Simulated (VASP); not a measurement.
An input for Quantum ESPRESSO's pw.x (written as the equivalent of a VASP run, and not itself run):

```
&CONTROL
  calculation = 'vc-relax'
  pseudo_dir = './pseudo'
  outdir = './out'
  tprnfor = .true.
  tstress = .true.
  nstep = 40
  forc_conv_thr = 0.00078
/
&SYSTEM
  ibrav = 0
  nat = 2
  ntyp = 2
  ecutwfc = 80
  occupations = 'smearing'
  smearing = 'methfessel-paxton'
  degauss = 0.00735
  input_dft = 'pbesol'
/
&ELECTRONS
  conv_thr = 7.3e-08
  electron_maxstep = 100
/
&IONS
/
&CELL
  press = 300
/
ATOMIC_SPECIES
  Ga 69.723 Ga.upf
  P 30.974 P.upf
CELL_PARAMETERS angstrom
     2.9432319    0.0000000    0.0000000
     0.0000000    2.9432319    0.0000000
    -0.0000000   -0.0000000    2.9432319
ATOMIC_POSITIONS crystal
  Ga   0.0000000  0.0000000  0.0000000
  P    0.5000000  0.5000000  0.5000000
K_POINTS automatic
  12 12 12 0 0 0
```

Problem. Write the VASP files for the same calculation (PBEsol).

Solution. One answer among several that fit: 
File POSCAR:
```
GaP
1.0
  2.9432318634   0.0000000000   0.0000000000
  0.0000000000   2.9432318634   0.0000000000
  0.0000000000   0.0000000000   2.9432318634
Ga P
1 1
Cartesian
  0.0000000000   0.0000000000   0.0000000000
  1.4716159317   1.4716159317   1.4716159317
```

### INCAR
```
SYSTEM = GaP
PREC = Accurate; ENCUT = 500; LREAL = .FALSE.
LASPH = .TRUE.
EDIFF = 1E-6; NELM = 100; ALGO = Normal
LMAXMIX = 4
ISMEAR = 1; SIGMA = 0.1
GGA = PS
IBRION = 2; NSW = 40; ISIF = 3
EDIFFG = -0.02; PSTRESS = 300
LWAVE = .FALSE.; LCHARG = .FALSE.
```

KPOINTS:
```
Regular mesh
0
G
  12 12 12
0 0 0
```

POTCAR, in this order: Ga_d P (PBE.64 set). Program: vasp_std.

The two are equivalent in intent, not identical: the potentials are each code's own (VASP's PAW set, PseudoDojo norm-conserving files in pw.x), so ENCUT and ecutwfc are chosen apart and not converted; conv_thr bounds pw.x's estimated SCF error, while EDIFF bounds the energy change between steps; forc_conv_thr acts on force components and is met together with etot_conv_thr.

The structure was generated: GaP was put into the CsCl type type (Pm-3m), which need not be its known phase. It was relaxed first under an external pressure of 30 GPa.
